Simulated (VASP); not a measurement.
The system is AlCo.

```
Al Co
1.0
     2.81940    0.00000    0.00000
     0.00000    2.81940    0.00000
     0.00000    0.00000    2.81940
Al Co
1 1
Direct
  0.00000 0.00000 0.00000
  0.50000 0.50000 0.50000
```

The cell is a database's computed one.

* Program: VASP 6.6.1
* Task: relaxation of cell and atoms
* Functional: PBE
* Potentials or basis: VASP PAW PBE potentials, release 64 (Al, Co)
* Cutoff: 600 eV
* k mesh: 14 × 14 × 14
* Occupations: methfessel-paxton, width 0.1 eV
* Spin: no spin polarisation

At the start: pressure 6.5 GPa; volume 11.21 Å³/atom.

How do energy, volume and symmetry change on relaxing?

Over 3 steps the energy falls by 7.5 meV/atom and the volume is 11.59 Å³/atom (+3.4 %); space group Pm-3m (No. 221, to 0.05 Å).

Step by step:
```csv
step,energy change (eV),largest force (eV/Å),pressure (GPa),volume (Å³)
1,0.0000,0.0000,6.54,22.41
2,-0.0020,0.0000,-5.30,23.93
3,-0.0150,0.0000,0.05,23.18
```

Final structure:
```
CELL_PARAMETERS angstrom
2.85108 0.00000 0.00000
0.00000 2.85108 0.00000
0.00000 0.00000 2.85108
ATOMIC_POSITIONS crystal
Al 0.00000 0.00000 0.00000
Co 0.50000 0.50000 0.50000
```
